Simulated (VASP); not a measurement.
Method: LDA (Ceperley-Alder, Perdew-Zunger), VASP's LDA PAW potentials (set 64) (plane waves; VASP 6.6.1).

VASP ran on this input.

**INCAR**
```
# general
SYSTEM   =  SrAg2
PREC     =  Accurate
ENCUT    =  300
LREAL    =  .FALSE.
LASPH    =  .TRUE.

# electronic loop
EDIFF    =  1E-6   # SCF stop (eV)
NELM     =  100   # most electronic steps
ALGO     =  Normal   # blocked Davidson
LMAXMIX  =  4   # l cut-off of mixed one-centre charges

# smearing
ISMEAR   =  0
SIGMA    =  0.05   # width (eV)

# ions
ISIF     =  2   # forces and stress, cell fixed

# output
LWAVE    =  .FALSE.
LCHARG   =  .FALSE.
```

POSCAR:
```
SrAg2
8.1455160
 -0.2914801223   0.4665375404   0.5000000000
  0.2914801223  -0.4665375404   0.5000000000
  0.2914801223   0.4665375404  -0.5000000000
Sr Ag
2 4
direct
  0.3000000000   0.0500000000   0.2500000000
  0.7000000000   0.9500000000   0.7500000000
  0.8900000000   0.3400000000   0.5500000000
  0.2900000000   0.3400000000   0.9500000000
  0.1100000000   0.6600000000   0.4500000000
  0.7100000000   0.6600000000   0.0500000000
```

### KPOINTS
```
Automatic mesh
0
Gamma
4 4 4
0 0 0
```

POTCAR, in this order: Sr_sv Ag (LDA.64 set). Program: vasp_std.

Output of the run:

OSZICAR:
```
       N       E                     dE             d eps       ncg     rms          rms(c)
DAV:   1     0.311154349135E+03    0.31115E+03   -0.23587E+04  1368   0.105E+03
DAV:   2    -0.435801159639E+01   -0.31551E+03   -0.30172E+03  1490   0.287E+02
DAV:   3    -0.215575871376E+02   -0.17200E+02   -0.16939E+02  2072   0.541E+01
DAV:   4    -0.222135014258E+02   -0.65591E+00   -0.65494E+00  1864   0.896E+00
DAV:   5    -0.222284461551E+02   -0.14945E-01   -0.14944E-01  1812   0.123E+00    0.311E+01
DAV:   6    -0.206491645625E+02    0.15793E+01   -0.10061E+01  1508   0.191E+01    0.136E+01
DAV:   7    -0.205920253109E+02    0.57139E-01   -0.60132E-01  1662   0.465E+00    0.562E+00
DAV:   8    -0.205700944184E+02    0.21931E-01   -0.32248E-02  1682   0.931E-01    0.126E+00
DAV:   9    -0.205677204204E+02    0.23740E-02   -0.73924E-03  1946   0.478E-01    0.205E-01
DAV:  10    -0.205677873300E+02   -0.66910E-04   -0.31709E-04  2100   0.701E-02    0.574E-02
DAV:  11    -0.205678072970E+02   -0.19967E-04   -0.53924E-05  2112   0.244E-02    0.180E-02
DAV:  12    -0.205678088409E+02   -0.15439E-05   -0.62795E-06  1668   0.982E-03    0.923E-03
DAV:  13    -0.205678087460E+02    0.94878E-07   -0.66247E-07   864   0.479E-03
   1 F= -.20567809E+02 E0= -.20566029E+02  d E =-.355879E-02
```

**OUTCAR**
```
------------------------ aborting loop because EDIFF is reached ----------------------------------------
  FORCE on cell =-STRESS in cart. coord.  units (eV):
  Direction    XX          YY          ZZ          XY          YZ          ZX
  --------------------------------------------------------------------------------------
  Total       -2.5028469     -2.3834945     -1.9750997      0.0000000     -0.0000000      0.0000000
  in kB      -27.2812042    -25.9802540    -21.5287225      0.0000000     -0.0000000      0.0000000
  external PRESSURE =     -24.9300602 kB  Pullay stress =       0.0000000 kB
  volume of cell :      146.99
      direct lattice vectors                 reciprocal lattice vectors
    -2.374256000  3.800189000  4.072758000     0.000000000  0.131572403  0.122766931
     2.374256000 -3.800189000  4.072758000     0.210592287  0.000000000  0.122766931
     2.374256000  3.800189000 -4.072758000     0.210592287  0.131572403  0.000000000
 POSITION                                       TOTAL-FORCE (eV/Angst)
 -----------------------------------------------------------------------------------
      0.00000      1.90009      0.40728        -0.000000     -0.000000     -0.244861
      2.37426      1.90009      3.66548         0.000000      0.000000      0.244861
      0.00000      4.18021      2.76948        -0.000000      0.198486     -0.184475
      2.37426      3.42017     -1.30328         0.000000     -0.198486     -0.184475
      2.37426     -0.38002      1.30328         0.000000     -0.198486      0.184475
     -0.00000      0.38002      5.37604        -0.000000      0.198486      0.184475
 -----------------------------------------------------------------------------------
    total drift:                               -0.000000      0.000000     -0.000000
  FREE ENERGIE OF THE ION-ELECTRON SYSTEM (eV)
  ---------------------------------------------------
  free  energy   TOTEN  =       -20.5678087460 eV

  energy  without entropy=      -20.5642499609  energy(sigma->0) =      -20.56602935
```
(Selected blocks of OUTCAR.)

OUTCAR:
```
 val. band max:        4.9201819184   @ k =   0.5000   0.2500   0.0000

 cond. band min:       5.0940633023   @ k =   0.0000   0.2500  -0.0000


 Fermi energy:         5.0936211969

 k-point     1 :       0.0000    0.0000    0.0000
  band No.  band energies     occupation
      1     -30.3278      2.00000
      2     -30.2984      2.00000
      3     -12.6215      2.00000
      4     -12.5324      2.00000
      5     -12.4516      2.00000
      6     -12.4245      2.00000
      7     -12.4208      2.00000
      8     -12.3656      2.00000
      9      -1.1232      2.00000
     10      -0.4217      2.00000
     11      -0.3682      2.00000
     12      -0.3241      2.00000
     13      -0.1940      2.00000
     14      -0.1830      2.00000
     15      -0.0986      2.00000
     16       0.0787      2.00000
     17       0.1455      2.00000
     18       0.3352      2.00000
     19       0.4011      2.00000
     20       0.4121      2.00000
     21       0.4528      2.00000
     22       0.4546      2.00000
     23       0.5817      2.00000
     24       0.7942      2.00000
     25       0.8537      2.00000
     26       1.0293      2.00000
     27       1.3679      2.00000
     28       1.4253      2.00000
     29       1.4693      2.00000
     30       3.3140      2.00000
     31       4.3645      2.00000
     32       5.4221      0.00000
     33       5.5558      0.00000
     34       5.7876      0.00000
     35       6.1204      0.00000
     36       6.6329      0.00000
     37       7.0294      0.00000
     38       8.5792      0.00000

 k-point     2 :       0.2500    0.0000    0.0000
  band No.  band energies     occupation
      1     -30.3241      2.00000
      2     -30.3019      2.00000
      3     -12.5916      2.00000
      4     -12.5398      2.00000
      5     -12.4594      2.00000
      6     -12.4236      2.00000
      7     -12.4153      2.00000
      8     -12.3962      2.00000
      9      -0.8226      2.00000
     10      -0.4396      2.00000
...
```

At this cut-off the stress carries a Pulay error, which pulls relaxed volumes low.

The structure comes from a measured SrAg2 entry of the Crystallography Open Database, whose conditions weren't checked. The cell was not relaxed at this level, and its volume differs by -5.9 % from the start's. The k-mesh is coarse (spacing up to 0.39 per Å, 2π included), so the numbers may not be converged in it.
